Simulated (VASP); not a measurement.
# CuPdSe2 (R-3m) in VASP: further runs

One crystal, CuPdSe2, is run at these levels: LDA+U; tasks: single point.

All numbers are computed with VASP 6.6.1; they aren't measurements. Logs are shortened: lines on timing, memory, paths and dates and some standing lists are left out, and cuts for length are marked.

**1. Starting point**

It takes space group R-3m (No. 166, trigonal). Conventional cell: a = 3.815 Å, b = 3.815 Å, c = 20.772 Å, α = 90.00°, β = 90.00°, γ = 120.00°. Cu (site symmetry -3m) has 6 Se at 3.03 Å as nearest neighbours. Around Pd (site symmetry -3m) lie 6 Se at 2.60 Å. Around Se (site symmetry 3m) lie 3 Pd at 2.60 Å.

The cell comes from a database or a generator and needn't be the stable form of this composition.

**2. Single point, LDA+U, collinear spin, ferromagnetic start**

The input, INCAR:

```
SYSTEM = CuPdSe2
PREC     = Accurate       ! precision mode
ENCUT    = 520            ! plane-wave cutoff, eV
EDIFF    = 1E-7           ! SCF threshold, eV
ISMEAR   = 0              ! smearing method
SIGMA    = 0.05           ! smearing width, eV
LREAL    = .FALSE.        ! projectors in reciprocal space
LASPH    = .TRUE.         ! aspherical terms in the spheres
NELM     = 60             ! most SCF steps
ALGO     = Fast           ! electronic algorithm
ISIF     = 2              ! what is computed and relaxed
LWAVE    = .FALSE.        ! write WAVECAR
LCHARG   = .TRUE.         ! write CHGCAR
ISPIN    = 2              ! spin polarisation
MAGMOM   = 0.6 0 0 0      ! initial moments
LORBIT   = 11             ! projections on sites
LMAXMIX  = 4              ! l up to which the mixer works
LDAU     = .TRUE.         ! DFT+U
LDAUTYPE = 2            
LDAUL    = 2 2 -1         ! shell
LDAUU    = 7 7 0          ! U, eV
LDAUJ    = 0 0 0        
LDAUPRINT= 1            
LELF     = .TRUE.         ! ELF
LVHAR    = .TRUE.
```

The input, KPOINTS:

```
regular mesh
0
G
  6 6 6
  0 0 0
```

The input, POSCAR:

```
CuPdSe2
1.0
    1.9072644800      1.1011596600      6.9240978900
   -1.9072644800      1.1011596600      6.9240978900
    0.0000000000     -2.2023193300      6.9240978900
Cu Pd Se
1 1 2
Direct
    0.5000000000      0.5000000000      0.5000000000
    0.0000000000      0.0000000000      0.0000000000
    0.2667000000      0.2667000000      0.2667000000
    0.7333000000      0.7333000000      0.7333000000
```

Potentials or basis: VASP PAW LDA potentials, release 64 (Cu, Pd, Se).

Launch:

```sh
cat potpaw_LDA.64/Cu/POTCAR potpaw_LDA.64/Pd/POTCAR potpaw_LDA.64/Se/POTCAR > POTCAR
mpirun -np 1 vasp_std > vasp.out
```

OUTCAR:

```text
SYSTEM = CuPdSe2
   PREC = Accurate
   ENCUT = 520
   EDIFF = 1E-7
   ISMEAR = 0
   LREAL = .FALSE.
   LASPH = .TRUE.
   NELM = 60
   ISIF = 2
   ISPIN = 2
   LORBIT = 11

 ion  position               nearest neighbor table
   1  0.500  0.500  0.500-
   2  0.000  0.000  0.000-   4 2.60   4 2.60   3 2.60   3 2.60   4 2.60   3 2.60
   3  0.267  0.267  0.267-   2 2.60   2 2.60   2 2.60
   4  0.733  0.733  0.733-   2 2.60   2 2.60   2 2.60

  LATTYP: Found a trigonal (rhomboedric) cell.
 ALAT       =     7.2659026957
 COS(alpha) =     0.8621925542

  Lattice vectors:

 A1 = (   1.9072644800,   1.1011596600,   6.9240978900)
 A2 = (  -1.9072644800,   1.1011596600,   6.9240978900)
 A3 = (   0.0000000000,  -2.2023193300,   6.9240978900)

Analysis of symmetry for initial positions (statically):
=====================================================================
 Subroutine PRICEL returns:
 Original cell was already a primitive cell.

 Routine SETGRP: Setting up the symmetry group for a
 trigonal (rhombohedral) supercell.

 Subroutine GETGRP returns: Found 12 space group operations
 (whereof 12 operations were pure point group operations)
 out of a pool of 12 trial point group operations.

The static configuration has the point symmetry D_3d.

Analysis of symmetry for dynamics (positions and initial velocities):
=====================================================================
 Subroutine PRICEL returns:
 Original cell was already a primitive cell.

 Routine SETGRP: Setting up the symmetry group for a
 trigonal (rhombohedral) supercell.

 Subroutine GETGRP returns: Found 12 space group operations
 (whereof 12 operations were pure point group operations)
 out of a pool of 12 trial point group operations.

The dynamic configuration has the point symmetry D_3d.

Analysis of structural, dynamic, and magnetic symmetry:
=====================================================================
 Subroutine PRICEL returns:
 Original cell was already a primitive cell.

 Routine SETGRP: Setting up the symmetry group for a
 trigonal (rhombohedral) supercell.

 Subroutine GETGRP returns: Found 12 space group operations
 (whereof 12 operations were pure point group operations)
 out of a pool of 12 trial point group operations.

The overall configuration has the point symmetry D_3d.

 Subroutine INISYM returns: Found 12 space group operations
[... 207 lines left out ...]
  o =  0.9912  v = -0.8223  0.0000 -0.0000  0.5690  0.0000  0.0000  0.0000  0.0000  0.0000  0.0000      0.0000  0.0000  0.0000  0.0000  0.0000  0.0000  0.0000  0.0000  0.0000  0.0000
  o =  0.9912  v =  0.0000  0.5690 -0.0000  0.0000 -0.8223  0.0000  0.0000  0.0000  0.0000  0.0000      0.0000  0.0000  0.0000  0.0000  0.0000  0.0000  0.0000  0.0000  0.0000  0.0000
  o =  0.9912  v =  0.0000  0.0000  0.0000  0.0000  0.0000 -0.8223  0.0000 -0.0000  0.5690  0.0000      0.0000  0.0000  0.0000  0.0000  0.0000  0.0000  0.0000  0.0000  0.0000  0.0000
  o =  0.9912  v =  0.0000  0.0000  0.0000  0.0000  0.0000  0.0000  0.5690 -0.0000  0.0000 -0.8223      0.0000  0.0000  0.0000  0.0000  0.0000  0.0000  0.0000  0.0000  0.0000  0.0000

 number of electron      32.9999993 magnetization       0.0002186

 Free energy of the ion-electron system (eV)
  ---------------------------------------------------
  ext. energy  EPLUGINS =         0.00000000
  ---------------------------------------------------
  free energy    TOTEN  =       -13.44420450 eV

  energy without entropy =      -13.44113028  energy(sigma->0) =      -13.44266739

 E-fermi :   3.5782     XC(G=0): -10.2678

 val. band max:        3.5560325642   @ k =   0.5000   0.5000   0.1667
 cond. band min:       3.5921190224   @ k =   0.5000   0.3333   0.3333
 fundamental gap:      0.0360864582
 Fermi energy:         3.5782290230

 spin component 1

 k-point     1 :       0.0000    0.0000    0.0000
  band No.  band energies     occupation
      1      -9.9656      1.00000
      2      -8.8868      1.00000
      3      -2.4713      1.00000
      4      -1.7890      1.00000
      5      -1.7890      1.00000
      6      -0.8614      1.00000
[... 1097 lines left out ...]
     19       5.6065      0.00000
     20       8.0830      0.00000

 [... further k-points ...]

------------------------ aborting loop because EDIFF is reached ----------------------------------------

  FORCE on cell =-STRESS in cart. coord.  units (eV):
  Direction    XX          YY          ZZ          XY          YZ          ZX
  --------------------------------------------------------------------------------------
  -------------------------------------------------------------------------------------
  Total       -7.7163166     -7.7163166     -8.8809367      0.0000000      0.0000000      0.0000000
  in kB     -141.6918774   -141.6918780   -163.0773674      0.0000000      0.0000001      0.0000000
  external PRESSURE =    -148.8203743 kB  Pullay stress =       0.0000000 kB

 VOLUME and BASIS-vectors are now :
 -----------------------------------------------------------------------------
  energy-cutoff  :      520.00
  volume of cell :       87.25
      direct lattice vectors                 reciprocal lattice vectors
     1.907264480  1.101159660  6.924097890     0.262155566  0.151355586  0.048141049
    -1.907264480  1.101159660  6.924097890    -0.262155566  0.151355586  0.048141049
     0.000000000 -2.202319330  6.924097890     0.000000000 -0.302711173  0.048141048

 POSITION                                       TOTAL-FORCE (eV/Angst)
 -----------------------------------------------------------------------------------
      0.00000     -0.00000     10.38615        -0.000000      0.000000      0.000000
      0.00000      0.00000      0.00000         0.000000      0.000000     -0.000000
      0.00000     -0.00000      5.53997         0.000000     -0.000000      0.238713
      0.00000     -0.00000     15.23232         0.000000      0.000000     -0.238713
 -----------------------------------------------------------------------------------
    total drift:                                0.000000     -0.000000      0.000000

  FREE ENERGIE OF THE ION-ELECTRON SYSTEM (eV)
  ---------------------------------------------------
  free  energy   TOTEN  =       -13.4442044977 eV

  energy  without entropy=      -13.4411302798  energy(sigma->0) =      -13.44266739

 total charge

# of ion       s       p       d       tot
------------------------------------------
    1        0.255   0.083   9.527   9.865
    2        0.384   0.440   9.198  10.023
    3        1.489   2.149   0.035   3.672
    4        1.489   2.149   0.035   3.672
--------------------------------------------------
tot          3.617   4.821  18.794  27.232

 magnetization (x)

# of ion       s       p       d       tot
------------------------------------------
    1        0.000   0.000  -0.000   0.000
    2        0.000   0.000   0.000   0.000
    3        0.000   0.000   0.000   0.000
    4        0.000   0.000   0.000   0.000
--------------------------------------------------
tot          0.000   0.000   0.000   0.000
```

stdout:

```text
POSCAR found type information on POSCAR CuPdSe
 POSCAR found :  3 types and       4 ions
 scaLAPACK will be used
 LDA part: xc-table for (Slater(with rela. corr.)+CA(PZ))
 , standard interpolation
 POSCAR, INCAR and KPOINTS ok, starting setup
 FFT: planning ... GRIDC
 FFT: planning ... GRID_SOFT
 FFT: planning ... GRID
 WAVECAR not read
 entering main loop
```

Run time: 6.7 min. Hardware: 1 thread of AMD EPYC 7R13 (Zen 3), shared host; peak memory 0.36 GiB.

What came out:

* Free energy: -13.4442 eV
* Pressure: -14.9 GPa
* Largest force: 0.239 eV/Å
* Band gap on the k mesh: none (metal or under the smearing width)
* Net moment: 0.00 μB per cell
* Valence electrons inside the program's atomic spheres: Cu 9.87; Pd 10.02; Se 3.67

Forces in eV/Å, atoms in the order of the input:
```
Cu   0.000  0.000  0.000
Pd   0.000  0.000  0.000
Se   0.000  0.000  0.239
Se   0.000  0.000 -0.239
```

Levels at points of the mesh, in eV from the Fermi level:
Spin up:
| k point | band 12 | band 13 | band 14 | band 15 | band 16 | band 17 | band 18 | band 19 | band 20 |
| --- | --- | --- | --- | --- | --- | --- | --- | --- | --- |
| (0.00, 0.00, 0.00) | -2.98 | -2.93 | -0.96 | -0.27 | -0.27 | 1.33 | 1.38 | 1.38 | 4.81 |
| (0.50, 0.00, 0.00) | -3.08 | -2.89 | -2.60 | -1.77 | -1.39 | -0.09 | 0.83 | 2.78 | 4.27 |
| (0.50, 0.50, 0.00) | -2.89 | -2.83 | -2.65 | -1.98 | -1.79 | 1.03 | 1.26 | 1.41 | 3.54 |
| (0.50, 0.50, 0.50) | -2.99 | -2.80 | -2.40 | -0.13 | -0.13 | 1.25 | 1.25 | 3.46 | 4.58 |
Spin down:
| k point | band 14 | band 15 | band 16 | band 17 | band 18 | band 19 |
| --- | --- | --- | --- | --- | --- | --- |
| (0.00, 0.00, 0.00) | -0.96 | -0.27 | -0.27 | 1.33 | 1.38 | 1.38 |
| (0.50, 0.00, 0.00) | -2.60 | -1.77 | -1.39 | -0.09 | 0.83 | 2.78 |
| (0.50, 0.50, 0.00) | -2.65 | -1.98 | -1.79 | 1.03 | 1.26 | 1.41 |
| (0.50, 0.50, 0.50) | -2.40 | -0.13 | -0.13 | 1.25 | 1.25 | 3.46 |

Eigenvalues of the final occupation matrices:
```
    site  spin  trace               eigenvalues
site 1 d     1   4.77  0.95 0.95 0.96 0.96 0.96
site 1 d     2   4.77  0.95 0.95 0.96 0.96 0.96
site 2 d     1   4.63  0.83 0.83 0.99 0.99 0.99
site 2 d     2   4.63  0.83 0.83 0.99 0.99 0.99
```

The state reached can hang on the start; a lower one may exist.

[end of part 1 of 2]
